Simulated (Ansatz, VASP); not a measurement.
# One calculation of YIn5Te, two programs

The input INCAR:

```
PREC     = Accurate       # precision mode
ENCUT    = 520            # plane-wave cutoff, eV
EDIFF    = 1E-6           # SCF threshold, eV
ISMEAR   = 0              # smearing method
SIGMA    = 0.1            # smearing width, eV
LREAL    = F              # projectors in reciprocal space
LASPH    = T              # aspherical terms in the spheres
NELM     = 60             # most SCF steps
ALGO     = Fast           # electronic algorithm
ISIF     = 2              # what is computed and relaxed
LWAVE    = F              # write WAVECAR
LCHARG   = T              # write CHGCAR
GGA      = PE             # functional
LELF     = T              # ELF
LVHAR    = T            
NBANDS   = 50             # bands
```

Contents of KPOINTS:

```
regular mesh
0
Gamma
  4 4 2
```

The input POSCAR:

```
YIn5Te
1.0
    4.6941812700      0.0000000000      0.0000000000
    0.0000000000      4.6941812700      0.0000000000
    0.0000000000      0.0000000000      7.5061577000
Y In Te
1 5 1
Direct
    0.0000000000      0.0000000000      0.0000000000
    0.0000000000      0.5000000000      0.2980237600
    0.0000000000      0.5000000000      0.7019762400
    0.5000000000      0.0000000000      0.2980237600
    0.5000000000      0.0000000000      0.7019762400
    0.5000000000      0.5000000000      0.0000000000
    0.0000000000      0.0000000000      0.5000000000
```

Input for Ansatz:

```yaml
crystal:
  lattice:
    - [4.69418127, 0.0, 0.0]
    - [0.0, 4.69418127, 0.0]
    - [0.0, 0.0, 7.5061577]
  atoms:
    - { symbol: "Y", position: [0.0, 0.0, 0.0] }
    - { symbol: In, position: [0.0, 0.5, 0.29802376] }
    - { symbol: In, position: [0.0, 0.5, 0.70197624] }
    - { symbol: In, position: [0.5, 0.0, 0.29802376] }
    - { symbol: In, position: [0.5, 0.0, 0.70197624] }
    - { symbol: In, position: [0.5, 0.5, 0.0] }
    - { symbol: Te, position: [0.0, 0.0, 0.5] }
basis:
  ecutwfc: 420
kpoints:
  mp_grid: { grid: [4, 4, 2] }
hamiltonian:
  xc: pbe
scf:
  occupations: { method: gaussian, width: 0.1 }
  lower_state_search: "off"
output:
  forces: true
  stress: true
  eigenvalues: true
```

Change from the starting cell: species swapped into the TiGa5Co type (P4/mmm, No. 123).

Alike in both runs: task single point; functional PBE; k mesh 4 × 4 × 2; occupations gaussian, width 0.1 eV; no spin polarisation.

|  | VASP | Ansatz |
| --- | --- | --- |
| version | VASP 6.6.1 | Ansatz 0.2.0 |
| potentials or method | VASP PAW PBE potentials, release 64 (Y_sv, In_d, Te) | scalar-relativistic, plane waves, PAW |
| plane-wave cutoff (eV) | 520 | 420 |
| valence electrons in the cell | 82 | 92 |

```tsv
	VASP	Ansatz	Ansatz less VASP
gap on the k mesh at the Fermi level (eV)	none	none	-
pressure (GPa)	16.4	16.4	0.00
largest component of the traceless stress (GPa)	0.24	0.24	-0.001
rms of the force components (eV/Å)	0.847	0.843	-0.0039
```

Atom by atom the forces differ by 0.004 eV/Å (rms over components). A gap of «none» marks a metal or a gap that the smearing closes. The two sets of potentials don't hold the same shells in valence.

Caveats: the k mesh is coarse (spacing up to 0.42 Å⁻¹), so the values aren't converged; so large a pressure means that the cell lies far from this level's equilibrium, or that cutoff or potentials fall short (VASP); forces of over 1 eV/Å show positions far from the minimum, so gaps and moduli don't describe the material at rest. The runs have no spin-orbit coupling, so splittings on Te are missing.
